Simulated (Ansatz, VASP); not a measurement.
# Te2As in two plane-wave programs

Aim: how closely do two programs agree when they are given the same cell, functional and k mesh? The cell is generated by rule, not measured, and may not be a known phase. The cell is taken from a series of runs on this material, whose earlier steps may have relaxed, scaled, displaced or heated it; both programs get it as it stands.

Program: Ansatz 0.2.0. Level of theory: plane waves, with VASP 6.6.1 beside it; single point at LDA. Results are calculated unless marked as measured.

The structure was built from a prototype and need not be the compound's stable phase.

## Step 1: Starting point

The structure is orthorhombic, space group Pmmn (No. 59). The conventional cell has a = 4.905 Å, b = 6.936 Å, c = 4.905 Å, α = 90.00°, β = 90.00°, γ = 90.00°. As has 8 Te at 2.86 to 3.15 Å nearest. Te has 4 As at 2.86 to 3.15 Å nearest. Farther neighbours and most contacts between anions are not listed.

## Step 2: Ansatz: single point, LDA, pair 1

Ansatz runs on its default PAW (the set named soft_2) files.

A single point gives forces, pressure and levels at one fixed geometry, so differences don't come from the geometry; what else differs is listed under the comparison.

input.yaml

```yaml
crystal:
  lattice:
    - [0.0, -3.4682328996, -3.4682328996]
    - [0.0, 3.4682328996, -3.4682328996]
    - [6.9364657992, 0.0, 0.0]
  atoms:
    - { symbol: As, position: [0.4551461807, 0.5, 0.5] }
    - { symbol: As, position: [0.0448538193, 0.0, 0.0] }
    - { symbol: Te, position: [-0.0076407497, 0.5, 0.25] }
    - { symbol: Te, position: [0.5076407497, 0.0, 0.75] }
    - { symbol: Te, position: [-0.0076407497, 0.5, 0.75] }
    - { symbol: Te, position: [0.5076407497, 0.0, 0.25] }
kpoints:
  mp_grid: { grid: [6, 6, 4] }
hamiltonian:
  xc: lda
scf:
  occupations: { method: methfessel_paxton, width: 0.15 }
output:
  forces: true
  stress: true
  eigenvalues: true
```

On the command line:

```console
$ ansatz run input.yaml --threads 8 --pin off --max-ram 14336MiB --backend cpu --events-out ev --progress --plain --runs-dir out
```

Numbers of over 12 decimals in the logs are rounded to 6 here.

The program printed:

```text
Engine: ansatz 0.2.0, aarch64-unknown-linux-gnu
Pseudopotentials: kind: paw
Pseudopotential: As, paw, valence charge 15, recommended cutoff 420 eV (normal), As.paw.azcp
Pseudopotential: Te, paw, valence charge 16, recommended cutoff 420 eV (normal), Te.paw.azcp
Functional definition: SPW92
  exchange = slater_x
  correlation = pw_c
Crystal: 6 atoms, lattice volume = 166.872 Å³
Basis set: ecut = 420 eV, 3299 PW (Γ)
Bands: 57, of which v1, the nominal top of the filled ones, is band 47 counted from 1 (46 counted from 0)
Symmetry: 8 space group operations
Space group: Pmmn (ITA 59), of the structure as read, at distance tolerance 5.5e-5 Å
k-points: 48 of 144
Non-local potential: As, projectors of the file, l = 0: 2, l = 1: 2, l = 2: 3, l = 3: 1
Non-local potential: Te, projectors of the file, l = 0: 2, l = 1: 2, l = 2: 2, l = 3: 2
PAW form: soft (Blöchl's): semilocal exchange-correlation on the pseudo side does not see the compensation charge
PAW frozen core: As, regenerated for the run's functional, and the local potential with it (the file was generated under x = pbe(κ = 0.804, μ = 0.219515), c = pbe(β = 0.066725))
PAW frozen core: Te, regenerated for the run's functional, and the local potential with it (the file was generated under x = pbe(κ = 0.804, μ = 0.219515), c = pbe(β = 0.066725))
PAW one-centre angular grid: As, 590 points (default); XC on 64 Gauss nodes
PAW one-centre angular grid: Te, 590 points (default); XC on 64 Gauss nodes
Initial density: superposition of atomic densities (neutral atoms: chi_scale 0, normalization atom), corrected by the library's trained network
Initial wavefunctions: pseudopotential atomic-orbital guess
Functional: x = slater, c = lda
SCF iter   1: F=—  HF=-36854.213249 eV  |F-HF|=—  |Δ(HF+E_count)|=         —  Δρ=5.95e-3  dr2=8.13e-2  ethr=1.77e-3  ⟨swp⟩=7.9  Hψ=10892  notcnv=0
preconditioner: auto → LDOS  [metal: Δε(μ)=0.026 eV  Ē_g=8.734 eV  σ=0.150 eV  W_gap=0.14  n_scr=36 (ndim 8)  ℏωp=16.8 eV  f_vac=0.051  D(μ)=3.76/eV (n_scr^D=20)  β→1.0]
SCF iter   2: F=—  HF=-36854.186009 eV  |F-HF|=—  |Δ(HF+E_count)|=   2.72e-2  S|Δr|=    0.00e0  Δρ=9.98e-4  dr2=2.49e-3  ethr=8.65e-5  ⟨swp⟩=2.1  Hψ=3687  notcnv=0  defer=2
SCF iter   3: F=—  HF=-36854.185532 eV  |F-HF|=—  |Δ(HF+E_count)|=   4.77e-4  S|Δr|=    0.00e0  Δρ=4.65e-4  dr2=6.43e-4  ethr=2.65e-6  ⟨swp⟩=2.0  Hψ=3894  notcnv=0  defer=2
SCF iter   4: F=—  HF=-36854.185077 eV  |F-HF|=—  |Δ(HF+E_count)|=   4.55e-4  S|Δr|=    0.00e0  Δρ=1.68e-4  dr2=9.88e-5  ethr=6.84e-7  ⟨swp⟩=2.0  Hψ=3842  notcnv=0  defer=2
SCF iter   5: F=—  HF=-36854.185038 eV  |F-HF|=—  |Δ(HF+E_count)|=   3.84e-5  S|Δr|=    0.00e0  Δρ=3.67e-5  dr2=5.35e-6  ethr=1.05e-7  ⟨swp⟩=2.0  Hψ=3879  notcnv=0  defer=2
SCF iter   6: F=—  HF=-36854.185035 eV  |F-HF|=—  |Δ(HF+E_count)|=   3.18e-6  S|Δr|=    0.00e0  Δρ=6.37e-6  dr2=1.24e-7  ethr=5.69e-9  ⟨swp⟩=2.0  Hψ=3901  notcnv=0  defer=2
SCF iter   7: F=-36854.185035 eV  HF=-36854.185035 eV  |F-HF|=1.70e-9  |Δ(HF+E_count)|=   6.54e-8  S|Δr|=    0.00e0  Δρ=9.08e-7  dr2=1.68e-9  ethr=1.06e-10  ⟨swp⟩=10.0  Hψ=11176  notcnv=0
SCF 1 converged in 7 iterations: F = -36854.185035 eV  dr2 = 1.68e-9
  greatest PAW one-centre occupation: 0.999 electrons in one spin orbital (limit 2), on the As atom at site 1 (counted from 0), in its partial waves of l = 2
SCF converged after 7 iterations
Stability not checked: this state was not tested for a lower state beside it, because cold or Methfessel-Paxton smearing, or corrected tetrahedra, fill the levels in a way that the test cannot read (fill_not_monotonic; see scf.lower_state_search)
Free energy (F): -36854.185035 eV
Harris-Foulkes:  -36854.185035 eV  (|F-HF|=1.70e-9)
Internal energy: -36854.180224 eV  (E = F + TS)
E sigma→0 (E₀):  -36854.183832 eV
Entropy (-TS):   -0.004811 eV (-0.802 meV/atom)
Fermi energy:    10.049809 eV
--- Per-component energies (eV) ---
  E_band       = -1479.101609
  E_kinetic    = 933.789742
  E_local      = -8353.386061  (includes V_loc(G=0)·N_el)
  E_nonlocal   = -2551.696170
  E_hartree    = 5070.466139
  E_xc         = -654.936115
  E_vxc        = -580.210506  (∫ρ·V_xc dr)
  E_paw        = -21542.528298  (= ΣΔE_a)
  E_vpaw       = -1068.530624  (= ΣTr[D̂ρ^β])
  E_aug_tail   = -0.000640  (compensation charges beyond the density's cutoff)
  E_ewald      = -9762.753925
  E_core_change = 6.865105  (= ΣΔE_core)
  E_smearing   = -0.004811  (= −TS)
  E_closure    = 0.000000  (closes the sum)
  Σ components = -36854.185035   (vs F -36854.185035, Δ=0.00e0)
--- Forces (eV/Å), atoms counted from 1 ---
  atom   1  As     0.00000000     0.09574030     0.09574030
  atom   2  As     0.00000000    -0.09574030    -0.09574030
  atom   3  Te    -0.02575585     0.05002339     0.05002339
  atom   4  Te    -0.02575585    -0.05002339    -0.05002339
  atom   5  Te     0.02575585     0.05002339     0.05002339
  atom   6  Te     0.02575585    -0.05002339    -0.05002339
  max |Σ_I F_I| component: 1.39e-17 eV/Å
--- Stress (GPa, compression-positive) ---
       -0.617811      -0.000000      -0.000000
       -0.000000       0.712043       0.360019
       -0.000000       0.360019       0.712043
  P = ⅓ Tr σ = 0.2688 GPa (2.688 kbar)
--- Band table (eV; the first three rows and the last of 48) ---
  k-point 0: bands = [... 43 lower, 7.0219, 7.0374, 10.3689, 10.5648, 10.6102, 10.9411, 11.0578, 11.0636, ... 6 higher]
  k-point 1: bands = [... 43 lower, 7.8487, 7.9422, 9.9971, 10.0155, 10.0191, 10.1787, 10.5126, 11.2436, ... 6 higher]
  k-point 2: bands = [... 43 lower, 8.5350, 9.0119, 9.0119, 9.0163, 9.0163, 9.6334, 9.6334, 11.9282, ... 6 higher]
  k-point 47: bands = [... 43 lower, 7.5060, 10.5224, 10.5224, 10.7743, 10.7743, 11.2020, 11.2020, 12.0563, ... 6 higher]
```

The run ends at a pressure of 0.27 GPa, with forces up to 0.14 eV/Å.

## Step 3: VASP: single point, LDA, pair 1

The same cell, functional (in two slightly different forms), mesh and smearing now go to VASP, with its own data sets.

Lines of VASP's logs that name or quote its potential files are left out, and so is its time.

INCAR

```
SYSTEM = Te2As
PREC = Accurate
ENCUT = 500
EDIFF = 1E-06
NELM = 120
ISMEAR = 1
SIGMA = 0.15
LREAL = .FALSE.
ALGO = Normal
GGA = PW92
NBANDS = 23
LORBIT = 11
LWAVE = .FALSE.
LCHARG = .FALSE.
ISIF = 2
LASPH = .TRUE.
GGA_COMPAT = .FALSE.
KPAR = 2
```

POSCAR

```
Te2As
1.0
    0.0000000000     -3.4682328996     -3.4682328996
    0.0000000000      3.4682328996     -3.4682328996
    6.9364657992      0.0000000000      0.0000000000
As Te
2 4
Direct
    0.4551461807      0.5000000000      0.5000000000
    0.0448538193      0.0000000000      0.0000000000
    0.9923592503      0.5000000000      0.2500000000
    0.5076407497      0.0000000000      0.7500000000
    0.9923592503      0.5000000000      0.7500000000
    0.5076407497      0.0000000000      0.2500000000
```

KPOINTS

```
Automatic mesh
0
Gamma
6 6 4
0 0 0
```

The projector-augmented-wave data sets are As and Te (LDA family, release 64).

On the command line:

```console
$ mpirun -np 2 vasp_std
```

The program printed:

```text
[banner, memory and clock lines left out]
running    2 mpi-ranks, on    1 nodes
 distrk:  each k-point on    1 cores,    2 groups
 distr:  one band on    1 cores,    1 groups

 POSCAR found type information on POSCAR AsTe
 POSCAR found :  2 types and       6 ions
|                                                                             |
|               ----> ADVICE to this user running VASP <----                  |
|                                                                             |
|     You enforced a specific xc type in the INCAR file but a different       |
|     [... a line on the potential file left out ...]
|     I HOPE YOU KNOW WHAT YOU ARE DOING!                                     |
|                                                                             |

 LDA part: xc-table for (Slater(with rela. corr.)+PW92), standard interpolation
 POSCAR, INCAR and KPOINTS ok, starting setup
 FFT: planning ... GRIDC
 FFT: planning ... GRID_SOFT
 FFT: planning ... GRID
 WAVECAR not read
 entering main loop
       N       E                     dE             d eps       ncg     rms          rms(c)
DAV:   1     0.148753689898E+03    0.14875E+03   -0.12531E+04  2208   0.118E+03
DAV:   2    -0.117366460045E+02   -0.16049E+03   -0.15404E+03  2938   0.176E+02
DAV:   3    -0.237731724548E+02   -0.12037E+02   -0.11791E+02  2687   0.508E+01
DAV:   4    -0.240813069914E+02   -0.30813E+00   -0.30650E+00  2906   0.898E+00
DAV:   5    -0.240902814349E+02   -0.89744E-02   -0.89695E-02  2925   0.143E+00    0.148E+01
DAV:   6    -0.240575002834E+02    0.32781E-01   -0.15684E-02  2610   0.568E-01    0.897E+00
DAV:   7    -0.240399311999E+02    0.17569E-01   -0.28257E-02  2607   0.755E-01    0.170E-01
DAV:   8    -0.240399777109E+02   -0.46511E-04   -0.89560E-04  2951   0.161E-01    0.162E-01
DAV:   9    -0.240399844715E+02   -0.67606E-05   -0.56963E-05  2863   0.400E-02    0.862E-02
DAV:  10    -0.240399819743E+02    0.24972E-05   -0.90679E-06  2635   0.161E-02    0.238E-02
DAV:  11    -0.240399820655E+02   -0.91203E-07   -0.71000E-07  1797   0.445E-03
   1 F= -.24039982E+02 E0= -.24038354E+02  d E =-.488274E-02
```

OUTCAR, selected parts (step 3):

```text
ion  position               nearest neighbor table
   1  0.455  0.500  0.500-   3 2.86   5 2.86   4 3.01   6 3.01   4 3.01   6 3.01   3 3.15   5 3.15

  LATTYP: Found a simple tetragonal cell.
 ALAT       =     4.9048220041
 C/A-ratio  =     1.4142135624

 Subroutine GETGRP returns: Found  8 space group operations
 (whereof  4 operations were pure point group operations)

The static configuration has the point symmetry C_2v.
 The point group associated with its full space group is D_2h.

 Found     48 irreducible k-points:

   k-points           NKPTS =     48   k-points in BZ     NKDIM =     48   number of bands    NBANDS=     23

   dimension x,y,z NGX =    36 NGY =   36 NGZ =   54
   dimension x,y,z NGXF=    72 NGYF=   72 NGZF=  108

   ENCUT  =  500.0 eV  36.75 Ry    6.06 a.u.   8.94  8.94 12.65*2*pi/ulx,y,z

   NELECT =      34.0000    total number of electrons

 k-points in reciprocal lattice and weights: Automatic mesh
   0.00000000  0.00000000  0.00000000       0.007
   0.16666667  0.00000000  0.00000000       0.014
   0.00000000  0.16666667  0.00000000       0.014
   0.33333333  0.00000000  0.00000000       0.014
   0.00000000  0.33333333  0.00000000       0.014
   0.50000000  0.00000000  0.00000000       0.007
   0.00000000  0.50000000  0.00000000       0.007
   0.16666667  0.16666667  0.00000000       0.028
   0.33333333  0.16666667  0.00000000       0.028
[...]
-0.33333333  0.50000000  0.50000000       0.014
   0.50000000  0.50000000  0.50000000       0.007

 average (electrostatic) potential at core
       1 -52.4300       2 -52.4300       3 -89.1084       4 -89.1084       5 -89.1084
       6 -89.1084

 E-fermi :   6.6010

 k-point     1 :       0.0000    0.0000    0.0000
  band No.  band energies     occupation
    ...
     11       3.0871      2.00000
     12       3.1195      2.00000
     13       3.4737      2.00000
     14       3.5656      2.00000
     15       3.5807      2.00000
     16       6.9310     -0.00795
     17       7.1176     -0.00001
     18       7.1627     -0.00000
     19       7.4864     -0.00000
     20       7.6039     -0.00000
    ...

 k-point     2 :       0.1667    0.0000    0.0000
  band No.  band energies     occupation
    ...
     13       3.5118      2.00000
     14       4.2623      2.00000
     15       4.5147      2.00000
     16       5.6032      2.00000
     17       6.6451      0.52540
     18       7.0696     -0.00009
     19       7.2755     -0.00000
     20       7.8590     -0.00000
     21       8.0393     -0.00000
     22       8.1433     -0.00000
    ...

 k-point     3 :       0.0000    0.1667    0.0000
  band No.  band energies     occupation
    ...
     13       3.5055      2.00000
     14       4.3995      2.00000
     15       4.5801      2.00000
     16       5.5131      2.00000
     17       6.6293      0.68695
     18       7.1453     -0.00000
     19       7.2410     -0.00000
     20       7.9022     -0.00000
     21       7.9849     -0.00000
     22       8.1982     -0.00000
    ...

  Total       -0.5452255      0.8354961      0.8354961      0.0000000      0.3837658      0.0000000
  in kB       -5.2348230      8.0217709      8.0217709      0.0000000      3.6846151      0.0000000
  external PRESSURE =       3.6029063 kB  Pullay stress =       0.0000000 kB

  energy-cutoff  :      500.00
  volume of cell :      166.87
      direct lattice vectors                 reciprocal lattice vectors
     0.000000000 -3.468232900 -3.468232900     0.000000000 -0.144165635 -0.144165635
     0.000000000  3.468232900 -3.468232900     0.000000000  0.144165635 -0.144165635
     6.936465799  0.000000000  0.000000000     0.144165635  0.000000000  0.000000000

 POSITION                                       TOTAL-FORCE (eV/Angst)
 -----------------------------------------------------------------------------------
      3.46823      0.15556     -3.31267         0.000000      0.088991      0.088991
      0.00000     -0.15556     -0.15556         0.000000     -0.088991     -0.088991
      1.73412     -1.70762     -5.17585        -0.026965      0.054601      0.054601
      5.20235     -1.76062     -1.76062        -0.026965     -0.054601     -0.054601
      5.20235     -1.70762     -5.17585         0.026965      0.054601      0.054601
      1.73412     -1.76062     -1.76062         0.026965     -0.054601     -0.054601
 -----------------------------------------------------------------------------------
    total drift:                               -0.000000     -0.000000      0.000000

  FREE ENERGIE OF THE ION-ELECTRON SYSTEM (eV)
  ---------------------------------------------------
  free  energy   TOTEN  =       -24.0399820655 eV

  energy  without entropy=      -24.0350993277  energy(sigma->0) =      -24.03835449

 total charge
# of ion       s       p       d       tot
------------------------------------------
    1        1.383   1.176   0.056   2.616
    2        1.383   1.176   0.056   2.616
    3        1.445   1.823   0.047   3.315
    4        1.445   1.823   0.047   3.315
    5        1.445   1.823   0.047   3.315
    6        1.445   1.823   0.047   3.315
--------------------------------------------------
tot          8.547   9.645   0.299  18.491

[... 3 further parts left out ...]
```

The run ends at a pressure of 0.36 GPa, with forces up to 0.13 eV/Å.

## Step 4: Differences

Known differences besides the potentials themselves: the data sets hold 94 valence electrons in Ansatz (on its default PAW (the set named soft_2) files) and 34 in VASP; the cutoff is 420 eV in Ansatz and 500 eV in VASP; VASP's log shows a relativistic correction to its local exchange, Ansatz's none. Total energies have different zeros and are not compared.

The two programs side by side:

| quantity | Ansatz | VASP | difference |
| --- | --- | --- | --- |
| pressure (GPa) | 0.27 | 0.36 | -0.09 |

Forces (eV/Å; atoms numbered as in POSCAR):

| atom | Ansatz x, y, z | VASP x, y, z |
| --- | --- | --- |
| As1 | 0.000, 0.096, 0.096 | 0.000, 0.089, 0.089 |
| As2 | 0.000, -0.096, -0.096 | 0.000, -0.089, -0.089 |
| Te3 | -0.026, 0.050, 0.050 | -0.027, 0.055, 0.055 |
| Te4 | -0.026, -0.050, -0.050 | -0.027, -0.055, -0.055 |
| Te5 | 0.026, 0.050, 0.050 | 0.027, 0.055, 0.055 |
| Te6 | 0.026, -0.050, -0.050 | 0.027, -0.055, -0.055 |

The forces differ by 4.5 meV/Å r.m.s., which is 7.8 % of the r.m.s. force of 0.057 eV/Å (both taken over all components).

## Step 5: VASP: single point, LDA, pair 2

A single point gives forces, pressure and levels at one fixed geometry, so differences don't come from the geometry; what else differs is listed under the comparison.

INCAR is that of step 3.

POSCAR

```
Te2As
1.0
    0.0000000000     -3.4682328996     -3.4682328996
    0.0000000000      3.4682328996     -3.4682328996
    6.9364657992      0.0000000000      0.0000000000
As Te
2 4
Direct
    0.4347580810      0.5000000000      0.5000000000
    0.0652419190      0.0000000000      0.0000000000
    0.9888861822      0.5000000000      0.2500000000
    0.5111138178      0.0000000000      0.7500000000
    0.9888861822      0.5000000000      0.7500000000
    0.5111138178      0.0000000000      0.2500000000
```

KPOINTS is that of step 3.

On the command line:

```console
$ mpirun -np 2 vasp_std
```

The program printed:

```text
[banner, memory and clock lines left out]
running    2 mpi-ranks, on    1 nodes
[...]
[... a notice as in an earlier step ...]

 LDA part: xc-table for (Slater(with rela. corr.)+PW92), standard interpolation
 POSCAR, INCAR and KPOINTS ok, starting setup
[...]
entering main loop
       N       E                     dE             d eps       ncg     rms          rms(c)
DAV:   1     0.149185621093E+03    0.14919E+03   -0.12468E+04  2208   0.117E+03
DAV:   2    -0.116662101277E+02   -0.16085E+03   -0.15441E+03  2923   0.176E+02
DAV:   3    -0.238163098637E+02   -0.12150E+02   -0.11914E+02  2736   0.511E+01
DAV:   4    -0.241198908367E+02   -0.30358E+00   -0.30216E+00  2825   0.901E+00
[...]
DAV:   9    -0.240749090716E+02   -0.74189E-05   -0.66254E-05  2841   0.422E-02    0.713E-02
DAV:  10    -0.240749051604E+02    0.39113E-05   -0.13500E-05  2680   0.195E-02    0.220E-02
DAV:  11    -0.240749052891E+02   -0.12869E-06   -0.13149E-06  1820   0.586E-03
   1 F= -.24074905E+02 E0= -.24074159E+02  d E =-.223848E-02
```

OUTCAR, selected parts (step 5):

```text
  Total       -0.1685148      1.1769207      1.1769207      0.0000000      0.6661661      0.0000000
  in kB       -1.6179459     11.2998589     11.2998589      0.0000000      6.3959985      0.0000000
  external PRESSURE =       6.9939240 kB  Pullay stress =       0.0000000 kB

 POSITION                                       TOTAL-FORCE (eV/Angst)
 -----------------------------------------------------------------------------------
      3.46823      0.22627     -3.24196         0.000000      0.092735      0.092735
      0.00000     -0.22627     -0.22627         0.000000     -0.092735     -0.092735
      1.73412     -1.69557     -5.16380        -0.036043      0.088171      0.088171
      5.20235     -1.77266     -1.77266        -0.036043     -0.088171     -0.088171
      5.20235     -1.69557     -5.16380         0.036043      0.088171      0.088171
      1.73412     -1.77266     -1.77266         0.036043     -0.088171     -0.088171
 -----------------------------------------------------------------------------------
    total drift:                               -0.000000     -0.000000      0.000000

  FREE ENERGIE OF THE ION-ELECTRON SYSTEM (eV)
  ---------------------------------------------------
  free  energy   TOTEN  =       -24.0749052891 eV

  energy  without entropy=      -24.0726668046  energy(sigma->0) =      -24.07415913

[... 2 parts as in an earlier step ...]

[... 1 further part left out ...]
[key lines of the parts left out:]
E-fermi :   6.5780
```

The run ends at a pressure of 0.70 GPa, with forces up to 0.13 eV/Å.

(Part 1 of 2 ends here.)

[Lines on the potential files, build, host, timing and source positions are cut from VASP's logs without a mark.]

[Logs are printed without paths, hosts, clocks, repeated set-up lines and the standing remarks that a program may print on its own settings, such as how far it seeks lower states.]

[Hosts, paths, dates, database ids (printed as entryN), source tags and the programs' standing remarks are cut or masked in the printed files.]
